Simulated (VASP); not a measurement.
The system is HfIn2Se5.

```xyz
8
Lattice="4.0230 -0.0465 -0.0535 -2.0518 3.4472 0.0297 -0.2379 0.0152 17.7209" Properties=species:S:1:pos:R:3 pbc="T T T"
Hf    0.0243    0.1047    0.0080
In    1.8478    1.1200   10.9919
In   -0.1435    2.3008    6.7631
Se    1.7374    3.3377   12.3001
Se    1.8899    1.1872    8.4683
Se    1.8633    3.3722    5.3246
Se   -0.0161    2.2427    1.5487
Se    1.8024    1.0730   16.2066
```

The cell was built by a generator and needn't be a form met in nature.

- Program: VASP 6.6.1
- Task: relaxation of cell and atoms
- Functional: PBE
- Potentials or basis: VASP PAW PBE potentials, release 64 (Hf_pv, In_d, Se)
- Cutoff: 520 eV
- k mesh: 5 × 5 × 1
- Occupations: gaussian, width 0.05 eV
- Spin: no spin polarisation

At the start: pressure -0.8 GPa; volume 30.50 Å³/atom.

Q: How do energy, volume and symmetry change on relaxing?

A: Over 18 steps the energy falls by 13.1 meV/atom and the volume is 30.14 Å³/atom (-1.2 %); space group P1 (No. 1, to 0.05 Å).

The path:
| step | energy change (eV) | largest force (eV/Å) | pressure (GPa) | volume (Å³) |
| --- | --- | --- | --- | --- |
| 1 | 0.0000 | 0.5495 | -0.80 | 244.02 |
| 2 | -0.0625 | 0.3197 | 0.60 | 238.65 |
| 3 | -0.0627 | 0.3099 | 0.66 | 238.31 |
| 4 | -0.0869 | 0.1622 | 0.09 | 240.91 |
| 5 | -0.0880 | 0.2151 | -0.20 | 241.97 |
| 6 | -0.0962 | 0.1488 | -0.10 | 241.59 |
| 7 | -0.0970 | 0.1447 | -0.05 | 241.43 |
| 8 | -0.1004 | 0.0874 | 0.10 | 241.00 |
| 9 | -0.1012 | 0.0999 | 0.14 | 240.73 |
| 10 | -0.1031 | 0.0743 | -0.21 | 241.70 |
| 11 | -0.1030 | 0.0848 | -0.07 | 241.59 |
| 12 | -0.1030 | 0.0763 | -0.09 | 241.64 |
| 13 | -0.1040 | 0.0404 | -0.06 | 241.30 |
| 14 | -0.1042 | 0.0648 | 0.03 | 241.02 |
| 15 | -0.1049 | 0.0395 | 0.07 | 241.06 |
| 16 | -0.1050 | 0.0323 | 0.06 | 241.08 |
| 17 | -0.1050 | 0.0523 | 0.04 | 241.12 |
| 18 | -0.1051 | 0.0284 | 0.04 | 241.10 |

Final structure:
```
CELL_PARAMETERS angstrom
3.97361 -0.00084 -0.00935
-1.98688 3.43638 -0.00415
-0.03969 -0.04384 17.65896
ATOMIC_POSITIONS crystal
Hf 0.00794 0.00043 0.00171
In 0.65325 0.32067 0.62215
In 0.32893 0.67253 0.38089
Se 0.98979 0.99111 0.69635
Se 0.66252 0.33524 0.47789
Se 0.99250 0.00205 0.30252
Se 0.34305 0.66887 0.08472
Se 0.67127 0.33198 0.91731
```
